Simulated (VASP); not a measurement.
# LiBe16 (a cell with a defect) in VASP: notebook

One crystal, LiBe16 (a cell with a defect), is run at these levels: PBE; tasks: single point, relaxation of the atoms.

Everything below comes from runs of VASP 6.6.1. Logs are shortened: lines on timing, memory, paths and dates and some standing lists are left out, and cuts for length are marked.

## Step 1: The structure

The cell holds a defect, 17 atoms: a = 4.580 Å, b = 3.966 Å, c = 7.177 Å, α = 90.00°, β = 90.00°, γ = 90.00°.

The cell was built by a generator and needn't be a form met in nature.

## Step 2: Single point, PBE

INCAR

```
ALGO = Fast
EDIFF = 1E-6
ENCUT = 520
GGA = PE
ISIF = 2
ISMEAR = -1
LASPH = True
LCHARG = False
LREAL = Auto
LWAVE = False
NBANDS = 32
NELM = 60
PREC = Accurate
SIGMA = 0.1
```

KPOINTS

```
k-points
0
Gamma
  2 3 2
```

POSCAR

```
LiBe16
1.0
   -2.2900000000     -3.9663960000      0.0000000000
    3.4350000000     -1.9831980000      0.0000000000
    0.0000000000      0.0000000000      7.1768600000
Be Li
16 1
Direct
    0.7556351590      0.4298309107     -0.0155741861
    0.4393654978      0.4931674006      0.1730573000
    0.7922145734      0.4465064563      0.5121621548
    0.5084218471      0.2832478189      0.7409841013
    0.5015655807     -0.0438064167      0.0155443971
    0.2897870581      0.8894904807      0.2773046188
    0.5360202499     -0.0687007276      0.5241158239
    0.2698193986      0.7929835641      0.7411828753
    0.2263958563      0.4682608487     -0.0497486626
    0.0615503441      0.2940098882      0.2287688865
    0.3031099366      0.4472793250      0.4612836576
    0.0197034011      0.2784510689      0.7360755040
    0.0215531831     -0.0303200023     -0.0104160525
    0.6546118765      1.1658255219      0.2859773216
    0.0195116345     -0.0287173087      0.5030681124
    0.7736600747      0.7789501872      0.7552278307
   -0.1731014715      0.7233264842      0.2521451172
```

Potentials or basis: VASP PAW PBE potentials, release 64 (Be, Li_sv).

Started as:

```sh
> cat potpaw_PBE.64/Be/POTCAR potpaw_PBE.64/Li_sv/POTCAR > POTCAR
> mpirun -np 1 vasp_std > vasp.out
```

OUTCAR:

```text
EDIFF = 1E-6
   ENCUT = 520
   GGA = PE
   ISIF = 2
   ISMEAR = -1
   LASPH = True
   LREAL = Auto
   NELM = 60
   PREC = Accurate

 ion  position               nearest neighbor table
   1  0.756  0.430  0.984-   2 2.00  16 2.15   4 2.16   9 2.18  13 2.19   5 2.22  12 2.24  17 2.27
                            10 2.31
   2  0.439  0.493  0.173-  14 1.82   6 1.87   9 1.88  10 1.94   1 2.00  17 2.08  11 2.17   5 2.18

   3  0.792  0.447  0.512-  12 2.03  14 2.07  15 2.15  17 2.17  16 2.19   4 2.19   7 2.25  11 2.27
                            15 2.33   7 2.36  11 2.37
   4  0.508  0.283  0.741-   7 2.09   9 2.11   1 2.16   3 2.19   8 2.23  12 2.24   8 2.30  11 2.31
                            16 2.31  12 2.34  16 2.34   5 2.36
   5  0.502  0.956  0.016-   6 2.13   2 2.18  13 2.21   1 2.22  14 2.22   8 2.33  16 2.35   9 2.36
                             4 2.36  17 2.44
   6  0.290  0.889  0.277-   2 1.87  10 1.95  14 2.00  15 2.06   7 2.11   5 2.13  11 2.20  17 2.23

   7  0.536  0.931  0.524-  14 2.02   8 2.05  16 2.07   4 2.09   6 2.11  15 2.23  11 2.24   3 2.25
                            11 2.35   3 2.36  15 2.38
   8  0.270  0.793  0.741-   9 1.99   7 2.05  15 2.18  13 2.23   4 2.23  12 2.24  16 2.28   4 2.30
                            16 2.31   5 2.33  12 2.34
   9  0.226  0.468  0.950-   2 1.88  12 1.96   8 1.99   4 2.11   1 2.18  13 2.21  13 2.22  10 2.25
                             5 2.36
  10  0.062  0.294  0.229-   2 1.94   6 1.95  14 1.98  17 2.02  11 2.09  13 2.15   9 2.25   1 2.31
                            15 2.36
  11  0.303  0.447  0.461-  10 2.09   2 2.17   6 2.20   7 2.24   3 2.27   4 2.31  15 2.31  14 2.33
                             7 2.35   3 2.37
  12  0.020  0.278  0.736-   9 1.96   3 2.03  15 2.07  13 2.19   1 2.24   4 2.24   8 2.24  16 2.28
                            16 2.29   8 2.34   4 2.34
  13  0.022  0.970  0.990-  10 2.15  16 2.17  12 2.19   1 2.19   9 2.21   5 2.21   9 2.22   8 2.23
                            17 2.30
  14  0.655  0.166  0.286-   2 1.82  17 1.94  10 1.98   6 2.00   7 2.02   3 2.07   5 2.22  11 2.33
                            17 2.36
  15  0.020  0.971  0.503-   6 2.06  12 2.07   3 2.15   8 2.18   7 2.23  17 2.23  16 2.26  11 2.31
                             3 2.33  10 2.36   7 2.38
  16  0.774  0.779  0.755-   7 2.07   1 2.15  13 2.17   3 2.19  15 2.26   8 2.28  12 2.28  12 2.29
                             8 2.31   4 2.31   4 2.34   5 2.35
  17  0.827  0.723  0.252-  14 1.94  10 2.02   2 2.08   3 2.17   6 2.23  15 2.23   1 2.27  13 2.30
                            14 2.36   5 2.44

  LATTYP: Found a simple orthorhombic cell.
 ALAT       =     3.9663962620
 B/A-ratio  =     1.1547004875
 C/A-ratio  =     1.8094157835

  Lattice vectors:

 A1 = (  -3.4350000000,   1.9831980000,   0.0000000000)
 A2 = (  -2.2900000000,  -3.9663960000,   0.0000000000)
 A3 = (   0.0000000000,   0.0000000000,   7.1768600000)

Analysis of symmetry for initial positions (statically):
=====================================================================
 Subroutine PRICEL returns:
[... 152 lines left out ...]
   EFERMI_NEDOS =   21; number of points for ismear=-14 and -15
   IALGO  =     68    algorithm
   IMIX   =      4    mixing-type and parameters
     AMIX     =   0.40;   BMIX     =  1.00
     AMIX_MAG =   1.60;   BMIX_MAG =  1.00
  volume/ion in A,a.u.               =       7.67        51.75
  Fermi-wavevector in a.u.,A,eV,Ry     =   1.056085  1.995711 15.174786  1.115315
  Thomas-Fermi vector in A             =   2.191307
   LORBIT       =      0    0 simple, 1 ext, 2 COOP (PROOUT), +10 PAW based schemes
   GGA     = PE    functional components
   LHFCALC =     F    Hartree Fock is set to
   AEXX    =    0.0000 exact exchange contribution
   IVDW    =     0    specifies the selected vdW correction
   LEPSILON=     F    determine dielectric tensor
   LRPA    =     F    only Hartree local field effects (RPA)
 non-spin polarized calculation
 RMM-DIIS sequential band-by-band and
  energy-cutoff  :      520.00
  volume of cell :      130.38
 maximum number of plane-waves:      3536
 NGX is ok and might be reduce to    36
   NGX = 17   NGY = 15   NGZ = 27

 number of electron      35.0000000 magnetization

 Free energy of the ion-electron system (eV)
  ---------------------------------------------------
  ext. energy  EPLUGINS =         0.00000000
  ---------------------------------------------------
  free energy    TOTEN  =       -57.57409126 eV

  energy without entropy =      -57.49204979  energy(sigma->0) =      -57.53307052

 E-fermi :   7.2090     XC(G=0): -10.6479

 val. band max:        7.1713723729   @ k =   0.5000   0.0000   0.5000
 cond. band min:       7.2824925121   @ k =   0.5000   0.0000   0.5000
 fundamental gap:      0.1111201392
 Fermi energy:         7.2090031874

 k-point     1 :       0.0000    0.0000    0.0000
  band No.  band energies     occupation
      1     -38.4824      2.00000
      2      -4.1086      2.00000
      3      -2.1348      2.00000
      4      -1.8791      2.00000
      5       1.0537      2.00000
      6       1.1244      2.00000
[... 245 lines left out ...]
     28      12.2502      0.00000
     29      12.3872      0.00000
 [bands above 29 left out]

------------------------ aborting loop because EDIFF is reached ----------------------------------------

  FORCE on cell =-STRESS in cart. coord.  units (eV):
  Direction    XX          YY          ZZ          XY          YZ          ZX
  --------------------------------------------------------------------------------------
  -------------------------------------------------------------------------------------
  Total       13.8962743      2.6087906     17.9302997     -2.1911383     -3.9993162     -4.0753282
  in kB      170.7705337     32.0592807    220.3444452    -26.9267760    -49.1473721    -50.0814793
  external PRESSURE =     141.0580866 kB  Pullay stress =       0.0000000 kB

 VOLUME and BASIS-vectors are now :
 -----------------------------------------------------------------------------
  energy-cutoff  :      520.00
  volume of cell :      130.38
      direct lattice vectors                 reciprocal lattice vectors
    -2.290000000 -3.966396000  0.000000000    -0.109170306 -0.189088533  0.000000000
     3.435000000 -1.983198000  0.000000000     0.218340611 -0.126059022  0.000000000
     0.000000000  0.000000000  7.176860000     0.000000000  0.000000000  0.139336702

 POSITION                                       TOTAL-FORCE (eV/Angst)
 -----------------------------------------------------------------------------------
     -0.25394     -3.84959      7.06509        -0.005084     -0.007827     -0.005243
      0.68788     -2.72075      1.24201        -0.021654      0.039182     -0.045313
     -0.28042     -4.02775      3.67572        -0.010840     -0.019866     -0.017918
     -0.19133     -2.57834      5.31794         0.006349     -0.011941      0.004532
      2.13594     -3.88573      0.11156         0.014968      0.007325      0.017891
      2.39179     -2.91345      1.99018         0.041067      0.038777      0.023586
[... 9 lines left out ...]
      0.90401     -4.61345      5.42016        -0.009730     -0.005209      0.003216
      0.59103     -4.71431      1.80961        -0.031368     -0.044060      0.002057
 -----------------------------------------------------------------------------------
    total drift:                               -0.002490     -0.004648      0.000165

  FREE ENERGIE OF THE ION-ELECTRON SYSTEM (eV)
  ---------------------------------------------------
  free  energy   TOTEN  =       -57.5740912554 eV

  energy  without entropy=      -57.4920497854  energy(sigma->0) =      -57.53307052
```

stdout:

```text
POSCAR found type information on POSCAR BeLi
 POSCAR found :  2 types and      17 ions
 scaLAPACK will be used
 LDA part: xc-table for (Slater+PW92), standard interpolation
 POSCAR, INCAR and KPOINTS ok, starting setup
 FFT: planning ... GRIDC
 FFT: planning ... GRID_SOFT
 FFT: planning ... GRID
 WAVECAR not read
 entering main loop
WARNING in EDDRMM: call to ZHEGV failed, returncode =   8  4     16
```

Wall time 95 s (1 thread of Intel Xeon Platinum 8259CL at 2.50GHz (Skylake/Cascade Lake), shared host); peak memory 0.22 GiB.

Results:

| Quantity | Value |
| --- | --- |
| Free energy | -57.5741 eV |
| Largest force | 0.064 eV/Å |
| Band gap on the k mesh | none (metal or under the smearing width) |

Forces in eV/Å, atoms in the order of the input:
```
Be  -0.005 -0.008 -0.005
Be  -0.022  0.039 -0.045
Be  -0.011 -0.020 -0.018
Be   0.006 -0.012  0.005
Be   0.015  0.007  0.018
Be   0.041  0.039  0.024
Be   0.000 -0.016 -0.006
Be   0.017  0.021 -0.015
Be   0.015  0.008  0.011
Be   0.003  0.004  0.003
Be   0.015 -0.007 -0.005
Be  -0.005 -0.005  0.004
Be   0.002 -0.009  0.031
Be  -0.011 -0.011  0.039
Be  -0.020  0.019 -0.045
Be  -0.010 -0.005  0.003
Li  -0.031 -0.044  0.002
```

Levels at points of the mesh, in eV from the Fermi level:
```tsv
k point	band 16	band 17	band 18	band 19	band 20	band 21
(0.00, 0.00, 0.00)	-1.29	-0.84	0.32	0.73	1.01	1.44
(0.50, 0.00, 0.00)	-1.88	-1.34	-0.67	-0.19	0.08	0.67
(0.00, 0.00, 0.50)	-1.53	-1.25	-0.52	0.36	1.41	1.78
(0.50, 0.00, 0.50)	-1.96	-1.40	-0.04	0.07	0.61	0.86
```

Caveat: the k mesh is coarse (spacing up to 0.69 Å⁻¹), so the values aren't converged; the cutoff is under 1.25 times the usual one of these potentials, so pressure, stress and relaxed cells hold a basis-set (Pulay) error.

## Step 3: Relaxation of the atoms, PBE

INCAR

```
ALGO = Normal
EDIFF = 1E-7
EDIFFG = -0.08
ENCUT = 520
GGA = PE
IBRION = 2
ISIF = 2
ISMEAR = -1
LASPH = T
LCHARG = F
LREAL = Auto
LWAVE = F
NELM = 60
NSW = 45
PREC = Accurate
SIGMA = 0.1
```

KPOINTS is that of step 2.

POSCAR

```
LiBe16
1.0
   -2.2900000000     -3.9663960000      0.0000000000
    3.4350000000     -1.9831980000      0.0000000000
    0.0000000000      0.0000000000      7.1768600000
Be Li
16 1
Direct
    0.7500000000      0.5000000000      0.0000000000
    0.5000000000      0.3333333000      0.2500000000
    0.7500000000      0.5000000000      0.5000000000
    0.5000000000      0.3333333000      0.7500000000
    0.5000000000      0.0000000000      0.0000000000
    0.2500000000      0.8333333000      0.2500000000
    0.5000000000      0.0000000000      0.5000000000
    0.2500000000      0.8333333000      0.7500000000
    0.2500000000      0.5000000000      0.0000000000
    0.0000000000      0.3333333000      0.2500000000
    0.2500000000      0.5000000000      0.5000000000
    0.0000000000      0.3333333000      0.7500000000
    0.0000000000      0.0000000000      0.0000000000
    0.7500000000      0.8333333000      0.2500000000
    0.0000000000      0.0000000000      0.5000000000
    0.7500000000      0.8333333000      0.7500000000
   -0.0001758000      0.6531191000      0.1311588000
```

Potentials or basis: VASP PAW PBE potentials, release 64 (Be, Li_sv).

Started as:

```sh
> cat potpaw_PBE.64/Be/POTCAR potpaw_PBE.64/Li_sv/POTCAR > POTCAR
> mpirun -np 1 vasp_std > vasp.out
```

OUTCAR:

```text
EDIFF = 1E-7
   EDIFFG = -0.08
   ENCUT = 520
   GGA = PE
   IBRION = 2
   ISIF = 2
   ISMEAR = -1
   LASPH = T
   LREAL = Auto
   NELM = 60
   NSW = 45
   PREC = Accurate

 ion  position               nearest neighbor table
   1  0.750  0.500  0.000-  17 1.60  16 2.23  14 2.23   4 2.23   2 2.23  12 2.23  10 2.23  13 2.29
                             9 2.29   5 2.29   9 2.29  13 2.29   5 2.29
   2  0.500  0.333  0.250-   5 2.23   7 2.23   1 2.23   3 2.23   9 2.23  11 2.23  10 2.29  14 2.29
                             6 2.29  10 2.29  14 2.29   6 2.29
   3  0.750  0.500  0.500-  14 2.23  16 2.23   2 2.23   4 2.23  10 2.23  12 2.23  15 2.29  11 2.29
                             7 2.29  11 2.29  15 2.29   7 2.29
   4  0.500  0.333  0.750-   5 2.23   7 2.23   1 2.23   3 2.23   9 2.23  11 2.23  12 2.29  16 2.29
                             8 2.29  12 2.29  16 2.29   8 2.29
   5  0.500  0.000  0.000-   2 2.23   4 2.23   6 2.23   8 2.23  14 2.23  16 2.23   1 2.29  13 2.29
                             9 2.29  13 2.29   9 2.29   1 2.29
   6  0.250  0.833  0.250-  17 1.60  11 2.23   9 2.23   7 2.23   5 2.23  15 2.23  13 2.23   2 2.29
                            14 2.29  10 2.29  14 2.29  10 2.29   2 2.29
   7  0.500  0.000  0.500-   2 2.23   4 2.23   6 2.23   8 2.23  14 2.23  16 2.23  15 2.29   3 2.29
                            11 2.29  15 2.29  11 2.29   3 2.29
[... 475 lines left out ...]
--------------------------------------- Ionic step       17  -------------------------------------------

 number of electron      34.9999998 magnetization

 Free energy of the ion-electron system (eV)
  ---------------------------------------------------
  ext. energy  EPLUGINS =         0.00000000
  ---------------------------------------------------
  free energy    TOTEN  =       -56.75547196 eV

  energy without entropy =      -56.65785446  energy(sigma->0) =      -56.70666321

 E-fermi :   7.3011     XC(G=0): -10.6513

 val. band max:        7.2590880815   @ k =   0.5000   0.0000   0.0000
 cond. band min:       7.3479659337   @ k =   0.0000   0.0000   0.0000
 fundamental gap:      0.0888778522
 Fermi energy:         7.3011195330

 k-point     1 :       0.0000    0.0000    0.0000
  band No.  band energies     occupation
      1     -39.0650      2.00000
      2      -4.0970      2.00000
      3      -2.1846      2.00000
      4      -1.7114      2.00000
      5       0.9798      2.00000
      6       1.1081      2.00000
[... 265 lines left out ...]
  FREE ENERGIE OF THE ION-ELECTRON SYSTEM (eV)
  ---------------------------------------------------
  free  energy   TOTEN  =       -56.7554719630 eV

  energy  without entropy=      -56.6578544614  energy(sigma->0) =      -56.70666321

 reached required accuracy - stopping structural energy minimisation
```

OSZICAR:

```text
N       E                     dE             d eps       ncg     rms          rms(c)
DAV:   1     0.823522965985E+02    0.82352E+02   -0.14162E+04   416   0.120E+03
DAV:   2    -0.424107561879E+02   -0.12476E+03   -0.11731E+03   538   0.227E+02
DAV:   3    -0.543879633005E+02   -0.11977E+02   -0.11703E+02   808   0.482E+01
[... 168 lines left out ...]
DAV:   2    -0.567555755211E+02    0.22895E-03   -0.72388E-03   514   0.483E-01    0.564E-02
DAV:   3    -0.567554779821E+02    0.97539E-04   -0.49055E-04   526   0.116E-01    0.218E-02
DAV:   4    -0.567554717619E+02    0.62201E-05   -0.45199E-05   550   0.345E-02    0.749E-03
DAV:   5    -0.567554719151E+02   -0.15321E-06   -0.35581E-06   534   0.953E-03    0.211E-03
DAV:   6    -0.567554719630E+02   -0.47832E-07   -0.36663E-07   516   0.316E-03
  17 F= -.56755472E+02 E0= -.56706663E+02  d E =-.455726E-02
```

Wall time 7.9 min (1 thread of Intel Xeon Platinum 8259CL at 2.50GHz (Skylake/Cascade Lake), shared host); peak memory 0.23 GiB.

Results:

* Free energy: -56.7555 eV
* Energy gained by relaxing: 247.5 meV/atom
* Ionic steps: 17
* Largest force after relaxing: 0.070 eV/Å
* Band gap on the k mesh: none (metal or under the smearing width)

Forces in eV/Å, atoms in the order of the input:
```
Be   0.015  0.014  0.018
Be   0.011 -0.006 -0.042
Be  -0.022  0.013 -0.042
Be  -0.003  0.002  0.021
Be   0.010 -0.006  0.055
Be  -0.009 -0.001 -0.018
Be  -0.001  0.000  0.029
Be  -0.006 -0.014  0.030
Be  -0.004 -0.020  0.018
Be   0.012 -0.007 -0.028
Be  -0.023  0.013 -0.042
Be   0.038 -0.022 -0.055
Be  -0.058  0.033 -0.013
Be  -0.002  0.009 -0.018
Be  -0.016  0.010  0.036
Be   0.009  0.012  0.031
Li   0.050 -0.030  0.019
```

Step by step:
```csv
step,energy change (eV),largest force (eV/Å),pressure (GPa)
1,0.0000,5.3049,14.61
2,-3.3351,1.5194,12.48
3,-3.3964,1.5592,13.13
4,-3.3978,1.4994,13.03
5,-3.7309,0.6172,12.69
6,-3.7937,1.0606,12.81
7,-3.9850,0.5925,13.06
8,-4.0161,0.9371,13.34
9,-4.1092,0.5717,13.49
10,-4.1105,0.4417,13.46
11,-4.1554,0.2723,13.38
12,-4.1644,0.2417,13.38
13,-4.1844,0.1675,13.53
14,-4.1904,0.2089,13.69
15,-4.2026,0.1142,13.90
16,-4.2028,0.1325,13.93
17,-4.2074,0.0703,13.98
```

Final structure:
```
CELL_PARAMETERS angstrom
-2.29000 -3.96640 0.00000
3.43500 -1.98320 0.00000
0.00000 0.00000 7.17686
ATOMIC_POSITIONS crystal
Be 0.71651 0.45437 0.95855
Be 0.50004 0.38672 0.21882
Be 0.74068 0.48646 0.48619
Be 0.49997 0.33684 0.72361
Be 0.50004 0.94735 0.03123
Be 0.28868 0.88299 0.29336
Be 0.49995 0.99734 0.52838
Be 0.25907 0.84359 0.76206
Be 0.28345 0.45447 0.95862
Be 0.00007 0.25898 0.26316
Be 0.25932 0.48651 0.48623
Be 0.99999 0.34302 0.73702
Be 0.00002 0.06406 0.98496
Be 0.71129 0.88319 0.29342
Be 0.00000 0.98446 0.51188
Be 0.74092 0.84363 0.76208
Li 0.99982 0.66582 0.13162
```

Levels at points of the mesh, in eV from the Fermi level:
```
           k point  band 13  band 14  band 15  band 16  band 17  band 18  band 19  band 20  band 21  band 22
(0.00, 0.00, 0.00)    -3.73    -3.35    -2.83    -1.21    -0.34     0.05     0.42     0.70     0.78     1.48
(0.50, 0.00, 0.00)    -2.53    -2.13    -2.07    -1.56    -1.36    -0.71    -0.14    -0.04     0.09     0.14
(0.00, 0.00, 0.50)    -3.08    -2.21    -1.97    -1.48    -1.47    -0.15     0.70     1.21     1.34     1.42
(0.50, 0.00, 0.50)    -2.82    -2.16    -1.99    -1.73    -1.15    -0.37    -0.30     0.46     1.23     1.82
```

Caveat: the k mesh is coarse (spacing up to 0.69 Å⁻¹), so the values aren't converged; the cutoff is under 1.25 times the usual one of these potentials, so pressure, stress and relaxed cells hold a basis-set (Pulay) error; the relaxation stopped at a loose force limit of 0.08 eV/Å, so its end isn't a converged minimum.

(Continued in part 2 of 2.)
